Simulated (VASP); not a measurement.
Computed with PBEsol GGA, VASP's PBE PAW potentials (set 64) (plane waves; VASP 6.6.1).

Input for VASP

File POSCAR:
```
Cd4STe3
1
    0.0000000000     3.1651139045     3.1651139045
    3.1651139045    -0.0000000000     3.1651139045
   12.6630288778    12.6630288778    -0.0025732599
Cd Te S
4 3 1
Direct
  0.0232616680   0.0232616680   0.9825537490
  0.0081852917   0.0081852917   0.2438610312
  0.9931185559   0.9931185559   0.5051610831
  0.9767989288   0.9767989288   0.7674008034
  0.2626447041   0.2626447041   0.0530164720
  0.2483686760   0.2483686760   0.3137234930
  0.2333463534   0.2333463534   0.5749902350
  0.2542758221   0.2542758221   0.8092931335
```

INCAR:
```
! general
SYSTEM  = Cd4STe3
PREC    = Accurate
ENCUT   = 400   ! plane-wave cut-off (eV)
LREAL   = F   ! projection in real space or not
LASPH   = T   ! aspherical one-centre terms

! electronic loop
EDIFF   = 1E-6
NELM    = 100
ALGO    = Normal   ! blocked Davidson
LMAXMIX = 4

! smearing
ISMEAR  = 0   ! Gaussian
SIGMA   = 0.05   ! width (eV)

! functional
GGA     = PS   ! PBEsol

! ions
IBRION  = 2   ! conjugate gradients
NSW     = 60   ! most ionic steps
ISIF    = 3   ! ions, shape and volume
EDIFFG  = -0.02   ! ionic stop

! output
LWAVE   = F
LCHARG  = F
```

**KPOINTS**
```
Automatic mesh
0
Gamma
6 6 2
0 0 0
```

POTCAR, in this order: Cd Te S (PBE.64 set). Program: vasp_std.

Output

File OUTCAR:
```
 ion  position               nearest neighbor table
   1  0.023  0.023  0.983-   8 2.53   5 2.78   5 2.78   5 2.78
   2  0.008  0.008  0.244-   6 2.78   6 2.78   6 2.78   5 2.79
   3  0.993  0.993  0.505-   7 2.78   7 2.78   7 2.78   6 2.80
   4  0.977  0.977  0.767-   8 2.66   8 2.66   8 2.66   7 2.81
   5  0.263  0.263  0.053-   1 2.78   1 2.78   1 2.78   2 2.79
   6  0.248  0.248  0.314-   2 2.78   2 2.78   2 2.78   3 2.80
   7  0.233  0.233  0.575-   3 2.78   3 2.78   3 2.78   4 2.81
   8  0.254  0.254  0.809-   1 2.53   4 2.66   4 2.66   4 2.66
  LATTYP: Found a trigonal (rhomboedric) cell.
 ALAT       =    14.8500891263
 COS(alpha) =     0.9545723190
 Subroutine PRICEL returns:
 Original cell was already a primitive cell.
 Subroutine GETGRP returns: Found  6 space group operations
The static configuration has the point symmetry C_3v.
The dynamic configuration has the point symmetry C_3v.
 Subroutine INISYM returns: Found  6 space group operations
 Subroutine IBZKPT returns following result:
 Found     22 irreducible k-points:

 Following reciprocal coordinates:
            Coordinates               Weight
  0.000000  0.000000  0.000000      1.000000
  0.166667  0.000000  0.000000      4.000000
...
```

### OSZICAR
```
       N       E                     dE             d eps       ncg     rms          rms(c)
DAV:   1     0.414019966997E+03    0.41402E+03   -0.28648E+04  1892   0.120E+03
DAV:   2    -0.747406789742E-01   -0.41409E+03   -0.40698E+03  2137   0.316E+02
DAV:   3    -0.239607258306E+02   -0.23886E+02   -0.23786E+02  2203   0.765E+01
DAV:   4    -0.243164342678E+02   -0.35571E+00   -0.35534E+00  2352   0.836E+00
DAV:   5    -0.243208533186E+02   -0.44191E-02   -0.44185E-02  2183   0.941E-01    0.123E+01
DAV:   6    -0.230466620034E+02    0.12742E+01   -0.32022E+00  2226   0.139E+01    0.982E+00
DAV:   7    -0.230033527908E+02    0.43309E-01   -0.12455E+00  1974   0.464E+00    0.338E+00
DAV:   8    -0.229855363374E+02    0.17816E-01   -0.17175E-01  2256   0.320E+00    0.935E-01
DAV:   9    -0.229861237249E+02   -0.58739E-03   -0.25718E-02  2075   0.113E+00    0.411E-01
DAV:  10    -0.229861032059E+02    0.20519E-04   -0.26633E-03  2205   0.319E-01    0.163E-01
DAV:  11    -0.229861395440E+02   -0.36338E-04   -0.62156E-04  2139   0.138E-01    0.544E-02
DAV:  12    -0.229861438544E+02   -0.43104E-05   -0.17475E-04  2130   0.619E-02    0.328E-02
DAV:  13    -0.229861575135E+02   -0.13659E-04   -0.28949E-05  2026   0.376E-02    0.153E-02
DAV:  14    -0.229861593238E+02   -0.18103E-05   -0.66036E-06  2144   0.186E-02    0.403E-03
DAV:  15    -0.229861597924E+02   -0.46861E-06   -0.79683E-07  1302   0.490E-03
   1 F= -.22986160E+02 E0= -.22986151E+02  d E =-.229862E+02
       N       E                     dE             d eps       ncg     rms          rms(c)
DAV:   1    -0.230114831563E+02   -0.25324E-01   -0.59200E-01  2059   0.583E+00    0.117E+00
DAV:   2    -0.229894774390E+02    0.22006E-01   -0.68060E-02  1964   0.239E+00    0.375E-01
DAV:   3    -0.229874741719E+02    0.20033E-02   -0.61029E-03  2079   0.466E-01    0.327E-01
DAV:   4    -0.229870739535E+02    0.40022E-03   -0.62410E-04  1984   0.129E-01    0.841E-02
DAV:   5    -0.229869952827E+02    0.78671E-04   -0.33581E-04  2120   0.136E-01    0.438E-02
DAV:   6    -0.229869967908E+02   -0.15080E-05   -0.20890E-05  2067   0.325E-02    0.298E-02
DAV:   7    -0.229869962011E+02    0.58971E-06   -0.96325E-06  1885   0.154E-02
   2 F= -.22986996E+02 E0= -.22986991E+02  d E =-.836409E-03
       N       E                     dE             d eps       ncg     rms          rms(c)
DAV:   1    -0.229880998571E+02   -0.11031E-02   -0.25170E-02  2051   0.121E+00    0.242E-01
DAV:   2    -0.229871858594E+02    0.91400E-03   -0.28356E-03  1955   0.490E-01    0.799E-02
DAV:   3    -0.229870986602E+02    0.87199E-04   -0.25176E-04  2085   0.955E-02    0.694E-02
DAV:   4    -0.229870736250E+02    0.25035E-04   -0.27421E-05  1996   0.262E-02    0.174E-02
DAV:   5    -0.229870675828E+02    0.60422E-05   -0.14090E-05  1993   0.280E-02    0.908E-03
DAV:   6    -0.229870674330E+02    0.14980E-06   -0.83071E-07   988   0.686E-03
   3 F= -.22987067E+02 E0= -.22987061E+02  d E =-.907641E-03
       N       E                     dE             d eps       ncg     rms          rms(c)
DAV:   1    -0.229871003442E+02   -0.32761E-04   -0.77470E-04  2046   0.210E-01    0.422E-02
DAV:   2    -0.229870719854E+02    0.28359E-04   -0.89185E-05  1961   0.865E-02    0.147E-02
DAV:   3    -0.229870688266E+02    0.31588E-05   -0.79044E-06  1948   0.167E-02    0.128E-02
DAV:   4    -0.229870670920E+02    0.17346E-05   -0.88817E-07   976   0.476E-03    0.283E-03
DAV:   5    -0.229870665953E+02    0.49678E-06   -0.58891E-07   964   0.560E-03
   4 F= -.22987067E+02 E0= -.22987060E+02  d E =-.906803E-03
       N       E                     dE             d eps       ncg     rms          rms(c)
DAV:   1    -0.229870726330E+02   -0.55410E-05   -0.13548E-04  2083   0.874E-02    0.182E-02
DAV:   2    -0.229870671636E+02    0.54694E-05   -0.15323E-05  1907   0.359E-02    0.573E-03
DAV:   3    -0.229870668045E+02    0.35910E-06   -0.12676E-06   961   0.701E-03
   5 F= -.22987067E+02 E0= -.22987061E+02  d E =-.907012E-03
       N       E                     dE             d eps       ncg     rms          rms(c)
DAV:   1    -0.229871360289E+02   -0.68865E-04   -0.15940E-02  1901   0.574E-01    0.367E-02
DAV:   2    -0.229871394713E+02   -0.34424E-05   -0.17233E-04  2121   0.715E-02    0.126E-02
DAV:   3    -0.229871375318E+02    0.19394E-05   -0.48976E-06  2084   0.131E-02    0.895E-03
DAV:   4    -0.229871363015E+02    0.12303E-05   -0.12940E-06  1312   0.691E-03    0.322E-03
DAV:   5    -0.229871360243E+02    0.27718E-06   -0.39088E-07  1018   0.375E-03
   6 F= -.22987136E+02 E0= -.22987129E+02  d E =-.692198E-04
```

**OUTCAR**
```
------------------------ aborting loop because EDIFF is reached ----------------------------------------
  FORCE on cell =-STRESS in cart. coord.  units (eV):
  Direction    XX          YY          ZZ          XY          YZ          ZX
  --------------------------------------------------------------------------------------
  Total        0.0087367      0.0087367      0.0087367      0.0088580     -0.0088580     -0.0088580
  in kB        0.0554161      0.0554161      0.0554161      0.0561856     -0.0561856     -0.0561856
  external PRESSURE =       0.0554161 kB  Pullay stress =       0.0000000 kB
  volume of cell :      252.59
      direct lattice vectors                 reciprocal lattice vectors
     0.000000000  3.160676242  3.160676242    -0.158194952  0.158193037  0.158194952
     3.160676242  0.000000000  3.160676242     0.158193037 -0.158194952  0.158194952
    12.642551989 12.642551989  0.000152977     0.039549216  0.039549216 -0.039549216
 POSITION                                       TOTAL-FORCE (eV/Angst)
 -----------------------------------------------------------------------------------
     12.49404     12.49404      0.14867        -0.009437     -0.009437      0.009437
      3.10906      3.10906      0.05162        -0.001095     -0.001095      0.001095
      9.52491      9.52491      6.27847        -0.001022     -0.001022      0.001022
     12.78957     12.78957      6.17449         0.005053      0.005053     -0.005053
      1.49921      1.49921      1.66146        -0.007378     -0.007378      0.007378
      4.75260      4.75260      1.56875         0.008285      0.008285     -0.008285
      8.00723      8.00723      1.47480         0.004579      0.004579     -0.004579
     11.03625     11.03625      1.60645         0.001015      0.001015     -0.001015
 -----------------------------------------------------------------------------------
    total drift:                                0.000109      0.000109     -0.000115
  FREE ENERGIE OF THE ION-ELECTRON SYSTEM (eV)
  ---------------------------------------------------
  free  energy   TOTEN  =       -22.9871360243 eV

  energy  without entropy=      -22.9871228073  energy(sigma->0) =      -22.98712942

 reached required accuracy - stopping structural energy minimisation
```
(Selected blocks of OUTCAR.)

**CONTCAR**
```
Cd4STe3
   1.00000000000000
     0.0000000000000215    3.1606762416728884    3.1606762416728453
     3.1606762416728884    0.0000000000000215    3.1606762416728453
    12.6425519891652378   12.6425519891652378    0.0001529774265401
  Cd              Te              S
     4     3     1
Direct
     0.0234946111325976    0.0234946111325976    0.9823790416505518
     0.0081595859949747    0.0081595859949747    0.2438803104787686
     0.9932038873785302    0.9932038873785302    0.5050970844910992
     0.9767479140764479    0.9767479140764479    0.7674390644426659
     0.2628319529236361    0.2628319529236361    0.0528760353822742
     0.2481593871015828    0.2481593871015828    0.3138804596738094
     0.2332909945059086    0.2332909945059086    0.5750317541705713
     0.2541116668863223    0.2541116668863223    0.8094162499102561
```

The structure was generated: Cd4STe3 was put into an ordered model structure (R3m), which need not be its known phase. This run relaxes it. Symmetry was kept, so distortions that lower it aren't found. The start is the result of an earlier pass.
